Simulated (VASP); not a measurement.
# BaZrO3: cell size against the level of theory

Which functional gives the lattice of BaZrO3 as experiment finds it, and is a dearer one worth its cost? The levels: LDA, PBE, r2SCAN, PBE + D3(BJ), r2SCAN + rVV10, optB88-vdW, PBE + TS and BLYP + D3(BJ). The start is a cell from a database of measured crystal structures.

Program: VASP 6.6.1. Level of theory: LDA; plane waves and PAW (Ba_sv, Zr_sv, O), in the first sound run; inputs show where later runs differ. Results are calculated unless marked as measured.

**What experiment says.**

“Excitation-Dependent Photoluminescence of BaZrO3:Eu3+ Crystals” (2022, pmc:9457899) reports for BaZrO3, cubic perovskite, by XRD Rietveld refinement (undoped submicron crystals from molten salt synthesis): lattice constant a (a, undoped) 4.1947 ± 0.0002 Å [submicron molten-salt powder; measurement temperature not stated].

Most raw output is cut from this account.

**1. The starting structure**

Before any relaxation, the start is as follows. Symmetry: Pm-3m, No. 221, cubic system. Conventional cell: a = 4.191 Å, b = 4.191 Å, c = 4.191 Å, α = 90.00°, β = 90.00°, γ = 90.00°. Nearest to Ba lie 12 O at 2.96 Å. Nearest to Zr lie 6 O at 2.10 Å. Nearest to O lie 2 Zr at 2.10 Å and 4 Ba at 2.96 Å. Farther neighbours and most contacts between anions are not listed.

Structure file:

```cif
data_structure
_symmetry_space_group_name_H-M 'P 1'
_symmetry_Int_Tables_number 1
_cell_length_a 4.1913
_cell_length_b 4.1913
_cell_length_c 4.1913
_cell_angle_alpha 90.000
_cell_angle_beta 90.000
_cell_angle_gamma 90.000
_cell_volume 73.63
loop_
_atom_site_label
_atom_site_type_symbol
_atom_site_fract_x
_atom_site_fract_y
_atom_site_fract_z
_atom_site_occupancy
Ba1 Ba 0.00000 0.00000 0.00000 1
Zr2 Zr 0.50000 0.50000 0.50000 1
O3 O 0.00000 0.50000 0.50000 1
O4 O 0.50000 0.00000 0.50000 1
O5 O 0.50000 0.50000 0.00000 1
```

**2. Relaxation with LDA**

The start need not lie at this functional's minimum. ISIF = 3 frees volume, shape and positions, and EDIFFG sets the threshold on forces and stress at which the search stops. LDA, the lowest rung, knows the local density alone.

Contents of INCAR:

```
SYSTEM = BaZrO3
PREC = Accurate
ENCUT = 560
EDIFF = 1E-06
NELM = 100
ISMEAR = -1
SIGMA = 0.05
LREAL = .FALSE.
ALGO = Normal
GGA = CA
NBANDS = 26
LASPH = .TRUE.
LORBIT = 11
LWAVE = .FALSE.
LCHARG = .FALSE.
KPAR = 4
IBRION = 2
NSW = 60
ISIF = 3
EDIFFG = -0.01
```

Contents of POSCAR:

```
BaZrO3
1.0
    4.1913400000      0.0000000000      0.0000000000
    0.0000000000      4.1913400000      0.0000000000
    0.0000000000      0.0000000000      4.1913400000
Ba Zr O
1 1 3
Direct
    0.0000000000      0.0000000000      0.0000000000
    0.5000000000      0.5000000000      0.5000000000
    0.0000000000      0.5000000000      0.5000000000
    0.5000000000      0.0000000000      0.5000000000
    0.5000000000      0.5000000000      0.0000000000
```

Contents of KPOINTS:

```
Automatic mesh
0
Gamma
5 5 5
0 0 0
```

Potentials, in the order of the species: Ba_sv, Zr_sv and O (PBE family, release 64).

Command:

```sh
$ mpirun -np 4 vasp_std
```

The job ended after 8 s (4 MPI ranks of AMD EPYC 9R45, shared host; peak memory 0.6 GiB).

The gap is read on the k-mesh alone, so it is an upper bound where the band edges lie off the mesh. Harder data sets than Ba_sv exist (the GW ones), and pressures, volumes and forces can shift noticeably with them. The PAW data sets were made with PBE, though LDA sets exist; this is a small mismatch. The run keeps the 48 symmetry operations of its start, so it cannot find a distortion of lower symmetry.

Step by step:

```tsv
step	energy less that of the first step (eV)	largest force (eV/Å)	pressure (GPa)	volume (Å³)
1	0.0000	0.0000	-3.65	73.63
2	0.0103	0.0000	4.96	70.12
3	-0.0186	0.0000	-0.03	72.04
```

```tsv
conventional cell, symmetrised	before	after	change
a (Å)	4.191	4.161	-0.7 %
b (Å)	4.191	4.161	-0.7 %
c (Å)	4.191	4.161	-0.7 %
volume (Å³/atom)	14.73	14.41	-2.2 %
```

Final coordinates:

```xyz
5
Lattice="4.1609 0.0000 0.0000 0.0000 4.1609 0.0000 0.0000 0.0000 4.1609" Properties=species:S:1:pos:R:3 pbc="T T T"
Ba    0.0000    0.0000    0.0000
Zr    2.0805    2.0805    2.0805
O     0.0000    2.0805    2.0805
O     2.0805    0.0000    2.0805
O     2.0805    2.0805    0.0000
```

A gap read on the k-mesh alone can miss the band edges.

This step gave:

```yaml
electrons: 40
bands: 26
irreducible_k_points: 10
symmetry_operations: 48
free_energy_toten: -45.91 eV
fermi_energy: 4.625 eV
pressure: -0.02998 GPa
metallic: no
valence_top_at_k: 0.4, 0.4, 0.4
conduction_bottom_at_k: 0, 0, 0
least_direct_gap_at_k: 0, 0, 0
scf_cycles_over_all_ionic_steps: 32
gap_on_the_k_mesh: 3.225 eV
least_direct_gap_on_the_k_mesh: 3.303 eV
```

It ends with forces that vanish by symmetry and a pressure of -0.03 GPa. The volume lies -2.2 % from that of the database's start, which holds the thermal and zero-point expansion of its experiment. The conventional cell has a = 4.161 Å.

**3. Relaxation with PBE**

This step: PBE; plane waves and PAW (Ba_sv, Zr_sv, O) (VASP 6.6.1).

PBE, the usual starting point, adds the gradient of the density.

INCAR: that of step 2 with these lines changed.

```diff
@@ -9,3 +9,3 @@
 ALGO = Normal
-GGA = CA
+GGA = PE
 NBANDS = 26
```

POSCAR is that of step 2.

KPOINTS is that of step 2.

Command:

```sh
$ mpirun -np 4 vasp_std
```

Wall time 11 s (4 MPI ranks); peak memory 0.68 GiB.

The steps of the relaxation:

```tsv
step	energy less that of the first step (eV)	largest force (eV/Å)	pressure (GPa)	volume (Å³)
1	0.0000	0.0000	5.04	73.63
2	0.0052	0.0000	-4.79	78.68
3	-0.0361	0.0000	-0.02	76.01
```

```tsv
conventional cell, symmetrised	before	after	change
a (Å)	4.191	4.236	+1.1 %
b (Å)	4.191	4.236	+1.1 %
c (Å)	4.191	4.236	+1.1 %
volume (Å³/atom)	14.73	15.20	+3.2 %
```

Final coordinates:

```cif
data_structure
_symmetry_space_group_name_H-M 'P 1'
_symmetry_Int_Tables_number 1
_cell_length_a 4.2360
_cell_length_b 4.2360
_cell_length_c 4.2360
_cell_angle_alpha 90.000
_cell_angle_beta 90.000
_cell_angle_gamma 90.000
_cell_volume 76.01
loop_
_atom_site_label
_atom_site_type_symbol
_atom_site_fract_x
_atom_site_fract_y
_atom_site_fract_z
_atom_site_occupancy
Ba1 Ba 0.00000 0.00000 0.00000 1
Zr2 Zr 0.50000 0.50000 0.50000 1
O3 O 0.00000 0.50000 0.50000 1
O4 O 0.50000 0.00000 0.50000 1
O5 O 0.50000 0.50000 0.00000 1
```

Numbers from this step:

| Property | Result |
| --- | --- |
| free energy (TOTEN) | -41.72 eV |
| Fermi energy | 4.732 eV |
| pressure | -0.01685 GPa |
| SCF cycles over all ionic steps | 33 |
| gap on the k-mesh | 3.217 eV |
| least direct gap on the k-mesh | 3.375 eV |

It ends at 15.20 Å³/atom, +3.2 % from the start, with -0.02 GPa left. The conventional cell has a = 4.236 Å.

**4. Relaxation with r2SCAN**

This step: r2SCAN; plane waves and PAW (Ba_sv, Zr_sv, O) (VASP 6.6.1).

r2SCAN adds the kinetic-energy density, costs more than a GGA and is run with LASPH.

INCAR: that of step 3 with these lines changed.

```diff
@@ -9,5 +9,5 @@
 ALGO = Normal
-GGA = PE
+METAGGA = R2SCAN
+LASPH = .TRUE.
 NBANDS = 26
-LASPH = .TRUE.
 LORBIT = 11
```

POSCAR is that of step 3.

KPOINTS is that of step 3.

Command:

```sh
$ mpirun -np 4 vasp_std
```

The job ended after 39 s (4 MPI ranks; peak memory 0.72 GiB).

The PAW data sets were made with PBE, which is usual practice but a small mismatch for other functionals.

Step by step:

```tsv
step	energy less that of the first step (eV)	largest force (eV/Å)	pressure (GPa)	volume (Å³)
1	0.0000	0.0000	2.67	73.63
2	0.0047	0.0000	-3.04	76.28
3	-0.0095	0.0000	0.00	74.80
```

```tsv
conventional cell, symmetrised	before	after	change
a (Å)	4.191	4.213	+0.5 %
b (Å)	4.191	4.213	+0.5 %
c (Å)	4.191	4.213	+0.5 %
volume (Å³/atom)	14.73	14.96	+1.6 %
```

Final coordinates:

```cif
data_structure
_symmetry_space_group_name_H-M 'P 1'
_symmetry_Int_Tables_number 1
_cell_length_a 4.2135
_cell_length_b 4.2135
_cell_length_c 4.2135
_cell_angle_alpha 90.000
_cell_angle_beta 90.000
_cell_angle_gamma 90.000
_cell_volume 74.80
loop_
_atom_site_label
_atom_site_type_symbol
_atom_site_fract_x
_atom_site_fract_y
_atom_site_fract_z
_atom_site_occupancy
Ba1 Ba 0.00000 0.00000 0.00000 1
Zr2 Zr 0.50000 0.50000 0.50000 1
O3 O 0.00000 0.50000 0.50000 1
O4 O 0.50000 0.00000 0.50000 1
O5 O 0.50000 0.50000 0.00000 1
```

It ends at 14.96 Å³/atom, +1.6 % from the start, with 0.00 GPa left. The conventional cell has a = 4.213 Å.

**5. Relaxation with PBE + D3(BJ)**

This step: PBE with D3(BJ); plane waves and PAW (Ba_sv, Zr_sv, O) (VASP 6.6.1).

A dispersion term adds the long-range attraction that semilocal functionals lack. D3 with Becke-Johnson damping keeps a finite attraction at short range.

INCAR: that of step 4 with these lines changed.

```diff
@@ -9,5 +9,6 @@
 ALGO = Normal
-METAGGA = R2SCAN
+GGA = PE
+IVDW = 12
+NBANDS = 26
 LASPH = .TRUE.
-NBANDS = 26
 LORBIT = 11
```

POSCAR is that of step 4.

KPOINTS is that of step 4.

Command:

```sh
$ mpirun -np 4 vasp_std
```

Elapsed: 11 s, on 4 MPI ranks; peak memory 0.72 GiB.

The steps of the relaxation:

```tsv
step	energy less that of the first step (eV)	largest force (eV/Å)	pressure (GPa)	volume (Å³)
1	0.0000	0.0000	2.30	73.63
2	0.0016	0.0000	-2.40	75.91
3	-0.0076	0.0000	0.00	74.71
```

```tsv
conventional cell, symmetrised	before	after	change
a (Å)	4.191	4.212	+0.5 %
b (Å)	4.191	4.212	+0.5 %
c (Å)	4.191	4.212	+0.5 %
volume (Å³/atom)	14.73	14.94	+1.5 %
```

Final coordinates:

```xyz
5
Lattice="4.2116 0.0000 0.0000 0.0000 4.2116 0.0000 0.0000 0.0000 4.2116" Properties=species:S:1:pos:R:3 pbc="T T T"
Ba    0.0000    0.0000    0.0000
Zr    2.1058    2.1058    2.1058
O     0.0000    2.1058    2.1058
O     2.1058    0.0000    2.1058
O     2.1058    2.1058    0.0000
```

It ends at 14.94 Å³/atom, +1.5 % from the start, with 0.00 GPa left. The conventional cell has a = 4.212 Å. Against plain PBE, the dispersion term moves a by -0.6 %.

**6. Relaxation with r2SCAN + rVV10**

This step: r2SCAN with rVV10; plane waves and PAW (Ba_sv, Zr_sv, O) (VASP 6.6.1).

LUSE_VDW switches on a nonlocal correlation term for dispersion.

INCAR: that of step 5 with these lines changed.

```diff
@@ -9,6 +9,9 @@
 ALGO = Normal
-GGA = PE
-IVDW = 12
+METAGGA = R2SCAN
+LUSE_VDW = .TRUE.
+IVDW_NL = 2
+BPARAM = 11.95
+CPARAM = 0.0093
+LASPH = .TRUE.
 NBANDS = 26
-LASPH = .TRUE.
 LORBIT = 11
```

POSCAR is that of step 5.

KPOINTS is that of step 5.

Command:

```sh
$ mpirun -np 4 vasp_std
```

Wall time 89 s (4 MPI ranks); peak memory 1.2 GiB.

It ends at 14.86 Å³/atom, +0.9 % from the start, with 0.00 GPa left. The conventional cell has a = 4.204 Å. Against plain r2SCAN, the dispersion term moves a by -0.2 %.

**7. Relaxation with optB88-vdW**

This step: optB88-vdW; plane waves and PAW (Ba_sv, Zr_sv, O) (VASP 6.6.1).

optB88-vdW pairs nonlocal correlation with a B88-type exchange refitted to the binding of molecular dimers.

INCAR: that of step 6 with these lines changed.

```diff
@@ -9,7 +9,7 @@
 ALGO = Normal
-METAGGA = R2SCAN
+GGA = BO
+AGGAC = 0
 LUSE_VDW = .TRUE.
-IVDW_NL = 2
-BPARAM = 11.95
-CPARAM = 0.0093
+PARAM1 = 0.1833333333
+PARAM2 = 0.22
 LASPH = .TRUE.
```

POSCAR is that of step 6.

KPOINTS is that of step 6.

Command:

```sh
$ mpirun -np 4 vasp_std
```

Elapsed: 65 s, on 4 MPI ranks; peak memory 1.5 GiB.

It ends at 15.07 Å³/atom, +2.4 % from the start, with -0.02 GPa left. The conventional cell has a = 4.224 Å.

**8. Relaxation with PBE + TS**

This step: PBE with TS; plane waves and PAW (Ba_sv, Zr_sv, O) (VASP 6.6.1).

The Tkatchenko-Scheffler scheme scales free-atom polarisabilities by Hirshfeld volumes.

INCAR: that of step 7 with these lines changed.

```diff
@@ -9,9 +9,6 @@
 ALGO = Normal
-GGA = BO
-AGGAC = 0
-LUSE_VDW = .TRUE.
-PARAM1 = 0.1833333333
-PARAM2 = 0.22
+GGA = PE
+IVDW = 20
+NBANDS = 26
 LASPH = .TRUE.
-NBANDS = 26
 LORBIT = 11
```

POSCAR is that of step 7.

KPOINTS is that of step 7.

Command:

```sh
$ mpirun -np 4 vasp_std
```

Wall time 20 s (4 MPI ranks); peak memory 0.7 GiB; 76 s of CPU time.

Plain TS starts from free neutral atoms, whose polarisability is far too large for alkali and alkaline-earth ions, so it can overbind such cells badly.

It ends at 14.78 Å³/atom, +0.4 % from the start, with 0.03 GPa left. The conventional cell has a = 4.197 Å. Against plain PBE, the dispersion term moves a by -0.9 %.

**9. Relaxation with BLYP + D3(BJ)**

This step: BLYP with D3(BJ); plane waves and PAW (Ba_sv, Zr_sv, O) (VASP 6.6.1).

BLYP comes from molecular chemistry and underbinds dense solids.

INCAR: that of step 8 with these lines changed.

```diff
@@ -9,4 +9,12 @@
 ALGO = Normal
-GGA = PE
-IVDW = 20
+GGA = B5
+ALDAX = 1
+AGGAX = 1
+AGGAC = 1
+ALDAC = 0
+IVDW = 12
+VDW_S6 = 1
+VDW_S8 = 2.6996
+VDW_A1 = 0.4298
+VDW_A2 = 4.2359
 NBANDS = 26
```

POSCAR is that of step 8.

KPOINTS is that of step 8.

Command:

```sh
$ mpirun -np 4 vasp_std
```

Wall time 41 s (4 MPI ranks); peak memory 0.72 GiB; 2.6 min of CPU time.

It ends at 15.09 Å³/atom, +2.5 % from the start, with -0.03 GPa left. The conventional cell has a = 4.225 Å.

**10. The cells as a table**

This step: relaxed cells at several levels; plane waves and PAW (VASP 6.6.1).

Derived from the runs above.

Lengths are those of the conventional cell; cost is the wall time of each run, as given at its step, times its ranks, without the set-up around it. Results by level, by row:

```tsv
level	volume (Å³/atom)	change from the start (%)	a (Å)	cost (core minutes)
LDA	14.41	-2.2	4.161	0.533
PBE	15.2	3.2	4.236	0.747
r2SCAN	14.96	1.6	4.213	2.6
PBE + D3(BJ)	14.94	1.5	4.212	0.733
r2SCAN + rVV10	14.86	0.9	4.204	5.93
optB88-vdW	15.07	2.4	4.224	4.33
PBE + TS	14.78	0.4	4.197	1.31
BLYP + D3(BJ)	15.09	2.5	4.225	2.73
```

**11. Results**

```yaml
volume_lda: 14.41 Å³/atom
volume_pbe: 15.20 Å³/atom
volume_r2scan: 14.96 Å³/atom
volume_pbe_d3_bj: 14.94 Å³/atom
volume_r2scan_rvv10: 14.86 Å³/atom
volume_optb88_vdw: 15.07 Å³/atom
volume_pbe_ts: 14.78 Å³/atom
volume_blyp_d3_bj: 15.09 Å³/atom
```

**Reading.** For BaZrO3 the levels give volumes between 14.41 Å³/atom (LDA) and 15.20 Å³/atom (PBE), a spread of 5.5 %, while the cost of the finished runs spans a factor of 11. Within 1 % of experiment on every length: LDA, PBE, r2SCAN, PBE + D3(BJ), r2SCAN + rVV10, optB88-vdW, PBE + TS and BLYP + D3(BJ). The nearest, PBE + TS, took 2.5 times the core time of LDA and lowers the largest miss from 0.81 to 0.05 %. Thermal and zero-point expansion, often some tenths of a per cent in length, bear on this order: with the measured lengths lowered by an assumed 0.4 % the nearest becomes LDA. The costs hold the number of ionic steps as well as the price of the functional. The closing table has room for seven levels; BLYP + D3(BJ) stands in the table of levels alone. Adding D3(BJ) to PBE changes the volume by -1.7 % (a by -0.6 %). Adding rVV10 to r2SCAN changes the volume by -0.7 % (a by -0.2 %). Adding TS to PBE changes the volume by -2.7 % (a by -0.9 %). Plain TS (PBE + TS) starts from free neutral atoms, far too polarisable for alkali and alkaline-earth ions, and can overbind such cells badly. Within 0.02 Å all end in space group Pm-3m; the runs can't lower the symmetry of the start. Each is a single relaxation on the plane waves of the start cell, so larger changes of volume carry a basis-set error that was not tested here.

Computed beside measured:

| quantity | measured | LDA | PBE | r2SCAN | PBE + D3(BJ) | r2SCAN + rVV10 | optB88-vdW | PBE + TS |
| --- | --- | --- | --- | --- | --- | --- | --- | --- |
| lattice constant a (Å) | 4.1947 | 4.161 (-0.8 %) | 4.236 (+1.0 %) | 4.213 (+0.4 %) | 4.212 (+0.4 %) | 4.204 (+0.2 %) | 4.224 (+0.7 %) | 4.197 (+0.1 %) |

Measured values from pmc:9457899 (2022).

**Verdict.** For the lattice constant a, of the levels listed nearest comes PBE + TS (+0.1 %, good agreement) and farthest PBE (+1.0 %, fair agreement). The grades are ours: good and fair within 0.7 and 1.5 % for the lattice constant a. Zero-point motion and thermal expansion are not in the computed lattice constants.

[Lines on the potential files, build, host, timing and source positions are cut from VASP's logs without a mark.]

[Logs are printed without paths, hosts, clocks, repeated set-up lines and the standing remarks that a program may print on its own settings, such as how far it seeks lower states.]

[Hosts, paths, dates, database ids (printed as entryN), source tags and the programs' standing remarks are cut or masked in the printed files.]

[A measured line is paired with the nearest computed mode of its activity, which favours agreement.]
